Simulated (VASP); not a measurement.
Calculation: PBE GGA, VASP's PBE PAW potentials (set 64) (plane waves; VASP).

A VASP calculation is set up with these files.

**KPOINTS**
```
Automatic mesh
0
Gamma
1 1 1
0 0 0
```

**INCAR**
```
LWAVE = T
NELMIN = 4
EDIFFG = -0.03
LCHARG = F
ALGO = Fast
GGA = PE   # PBE
IBRION = 2   # conjugate gradients
EDIFF = 1E-5
NELM = 100
LMAXMIX = 4   # l cut-off of mixed one-centre charges
NSW = 60
ISMEAR = 0   # Gaussian
ISIF = 2   # forces and stress, cell fixed
ENCUT = 400   # plane-wave cut-off (eV)
PREC = Normal
ISYM = 0
LREAL = Auto
LASPH = T
SIGMA = 0.05
NELECT = 258.0
SYSTEM = Al32As31Se
```

File POSCAR:
```
Al32As31Se
1
   11.4648462108     0.0000000000     0.0000000000
    0.0000000000    11.4648462108    -0.0000000000
   -0.0000000000    -0.0000000000    11.4648462108
Al As Se
32 31 1
Direct
  0.5000000000   0.0000000000   0.0000000000
  0.7500000000   0.2500000000   0.0000000000
  0.7500000000   0.0000000000   0.2500000000
  0.0000000000   0.0000000000   0.0000000000
  0.2500000000   0.2500000000   0.0000000000
  0.5000000000   0.5000000000   0.0000000000
  0.7500000000   0.7500000000   0.0000000000
  0.2500000000   0.0000000000   0.2500000000
  0.4978540000   0.2461960000   0.2537740000
  0.7490380000   0.4989290000   0.2513390000
  0.5000000000   0.0000000000   0.5000000000
  0.7523820000   0.2483390000   0.5042240000
  0.7500000000   0.0000000000   0.7500000000
  0.0000000000   0.5000000000   0.0000000000
  0.2500000000   0.7500000000   0.0000000000
  0.0000000000   0.2500000000   0.2500000000
  0.2500000000   0.5000000000   0.2500000000
  0.5000000000   0.7500000000   0.2500000000
  0.0000000000   0.0000000000   0.5000000000
  0.2500000000   0.2500000000   0.5000000000
  0.4995310000   0.4975660000   0.5034070000
  0.7500000000   0.7500000000   0.5000000000
  0.2500000000   0.0000000000   0.7500000000
  0.5000000000   0.2500000000   0.7500000000
  0.7500000000   0.5000000000   0.7500000000
  0.0000000000   0.7500000000   0.2500000000
  0.0000000000   0.5000000000   0.5000000000
  0.2500000000   0.7500000000   0.5000000000
  0.0000000000   0.2500000000   0.7500000000
  0.2500000000   0.5000000000   0.7500000000
  0.5000000000   0.7500000000   0.7500000000
  0.0000000000   0.7500000000   0.7500000000
  0.6250000000   0.1250000000   0.1250000000
  0.8750000000   0.3750000000   0.1250000000
  0.8750000000   0.1250000000   0.3750000000
  0.1250000000   0.1250000000   0.1250000000
  0.3750000000   0.3750000000   0.1250000000
  0.6250000000   0.6250000000   0.1250000000
  0.8750000000   0.8750000000   0.1250000000
  0.3750000000   0.1250000000   0.3750000000
  0.8750000000   0.6250000000   0.3750000000
  0.6250000000   0.1250000000   0.6250000000
  0.8750000000   0.3750000000   0.6250000000
  0.8750000000   0.1250000000   0.8750000000
  0.1250000000   0.6250000000   0.1250000000
  0.3750000000   0.8750000000   0.1250000000
  0.1250000000   0.3750000000   0.3750000000
  0.3750000000   0.6250000000   0.3750000000
  0.6250000000   0.8750000000   0.3750000000
  0.1250000000   0.1250000000   0.6250000000
  0.3750000000   0.3750000000   0.6250000000
  0.6250000000   0.6250000000   0.6250000000
  0.8750000000   0.8750000000   0.6250000000
  0.3750000000   0.1250000000   0.8750000000
  0.6250000000   0.3750000000   0.8750000000
  0.8750000000   0.6250000000   0.8750000000
  0.1250000000   0.8750000000   0.3750000000
  0.1250000000   0.6250000000   0.6250000000
  0.3750000000   0.8750000000   0.6250000000
  0.1250000000   0.3750000000   0.8750000000
  0.3750000000   0.6250000000   0.8750000000
  0.6250000000   0.8750000000   0.8750000000
  0.1250000000   0.8750000000   0.8750000000
  0.6254120000   0.3791280000   0.3785100000
```

POTCAR, in this order: Al As Se (PBE.64 set). Program: vasp_gam.

The cell is charged, with a uniform compensating background. The supercell is sampled at Γ alone, which is coarse: total energies, pressure and levels can be off, energies of defects by several tenths of an eV.

**Question.** Estimate the energy per atom (σ→0).

**Answer.** 
```
Quantity                       Result
---------------------  --------------
energy per atom (σ→0)  -4.536 eV/atom
```

File OSZICAR:
```
...
RMM:   4    -0.290316602260E+03   -0.18408E-07   -0.81215E-05   293   0.188E-02
   9 F= -.29031660E+03 E0= -.29031646E+03  d E =-.134351E-02
       N       E                     dE             d eps       ncg     rms          rms(c)
DAV:   1    -0.290316663230E+03   -0.60988E-04   -0.21292E-02   360   0.255E-01    0.587E-02
RMM:   2    -0.290316782547E+03   -0.11932E-03   -0.14281E-03   324   0.620E-02    0.164E-02
RMM:   3    -0.290316800276E+03   -0.17729E-04   -0.20681E-04   324   0.269E-02    0.147E-02
RMM:   4    -0.290316800927E+03   -0.65107E-06   -0.27097E-05   218   0.110E-02
  10 F= -.29031680E+03 E0= -.29031665E+03  d E =-.154218E-02
```

The cell is a supercell with a defect, built from AlAs (zinc blende): Se_As, charge -1. The run is not spin-polarised, so no state with unpaired spins was tried.
